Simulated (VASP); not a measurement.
Write the native input for VASP 6.6.1 that does the following.

```yaml
Task: optical spectrum
Functional: LDA
Potentials_or_basis: VASP PAW LDA potentials, release 64 (Te, Sb, Ge_d)
Cutoff: 520 eV
k_mesh: 4 × 4 × 3
Occupations: gaussian, width 0.02 eV
Spin: no spin polarisation
Further_INCAR_settings: ALGO = Fast; EDIFF = 1e-06; NBANDS = 82
```

The structure of Ge2Sb2Te5 lies in POSCAR:

```
Ge2Sb2Te5
1.0
    6.8391360000     -3.0660060000      0.0000000000
    6.8391360000      3.0660060000      0.0000000000
   -6.8309770000      0.0000000000      6.8476090000
Te Sb Ge
5 2 2
Direct
    0.5947020000      0.5947020000      0.3864330000
    0.7952880000      0.7952880000      0.1961120000
    0.0083240000      0.0083240000      0.0064350000
    0.2065190000      0.2065190000      0.8098030000
    0.3999590000      0.3999590000      0.5971180000
    0.9017080000      0.9017080000      0.5878730000
    0.1118700000      0.1118700000      0.4173520000
    0.2842870000      0.2842870000      0.1878300000
    0.4973430000      0.4973430000      0.0110440000
```

The cell comes from a database or a generator and needn't be the stable form of this composition.

These files were run (other wordings do the same):

INCAR

```
ALGO = Fast ; CSHIFT = 0.05
EDIFF = 1E-6 ; ENCUT = 520
GGA = CA ; ISIF = 2
ISMEAR = 0 ; LASPH = T
LCHARG = F ; LOPTICS = T
LREAL = F ; LWAVE = F
NBANDS = 82 ; NEDOS = 1000
NELM = 100 ; PREC = Accurate
SIGMA = 0.02
```

KPOINTS

```
k-points
0
Gamma
  4 4 3
```

Potentials or basis: VASP PAW LDA potentials, release 64 (Te, Sb, Ge_d).

Launch:

```console
$ cat potpaw_LDA.64/Te/POTCAR potpaw_LDA.64/Sb/POTCAR potpaw_LDA.64/Ge_d/POTCAR > POTCAR
$ mpirun -np 1 vasp_std > vasp.out
```

It gave:

```json
{
  "Pressure": "-3.5 GPa",
  "Largest force": "0.188 eV/Å",
  "Band gap on the k mesh": "0.06 eV, direct"
}
```

Caveat: spectra need much finer meshes, so this one isn't converged; independent-particle spectra lack excitons; spin-orbit coupling is left out, which moves the levels of the heavy elements; an odd mesh through Γ misses points on the zone boundary, where band edges often lie.

It took 9.9 min on 1 thread of Intel(R) Xeon(R) Platinum 8488C (Sapphire Rapids), on a shared host, peak memory 0.84 GiB.
